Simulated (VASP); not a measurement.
Crystal: ZnO.

```
Zn O
1.0
     3.24931    0.00000    0.00000
    -1.62465    2.81398    0.00000
     0.00000    0.00000    5.20571
Zn O
2 2
Direct
  0.33333 0.66667 0.50000
  0.66667 0.33333 0.00000
  0.66667 0.33333 0.37901
  0.33333 0.66667 0.87901
```

```yaml
Program: VASP 6.6.1
Task: relaxation of cell and atoms
Functional: PBE
Potentials_or_basis: VASP PAW PBE potentials, release 64 (Zn, O)
Cutoff: 520 eV
k_mesh: 12 × 12 × 6
Occupations: gaussian, width 1 eV
Spin: no spin polarisation
```

At the start: pressure 6.1 GPa; volume 11.90 Å³/atom.

Task: How do energy, volume and symmetry change on relaxing?

Result: Over 11 steps the energy falls by 9.9 meV/atom and the volume is 12.42 Å³/atom (+4.4 %); space group P6_3mc (No. 186, to 0.05 Å).

The path:
```csv
step,energy change (eV),largest force (eV/Å),pressure (GPa),volume (Å³)
1,0.0000,0.0722,6.14,47.60
2,-0.0295,0.0297,-2.74,50.81
3,-0.0395,0.0032,0.00,49.69
4,-0.0395,0.0043,-0.12,49.73
5,-0.0396,0.0120,0.03,49.67
6,-0.0396,0.0143,0.10,49.65
7,-0.0396,0.0123,0.02,49.67
8,-0.0396,0.0105,-0.03,49.69
9,-0.0396,0.0095,-0.02,49.70
10,-0.0397,0.0022,0.00,49.69
11,-0.0397,0.0002,-0.01,49.69
```

Final structure:
```
Zn O
1.0
     3.28743    0.00000    0.00000
    -1.64371    2.84700    0.00000
     0.00000    0.00000    5.30926
Zn O
2 2
Direct
  0.33333 0.66667 0.50007
  0.66667 0.33333 0.00007
  0.66667 0.33333 0.37894
  0.33333 0.66667 0.87894
```
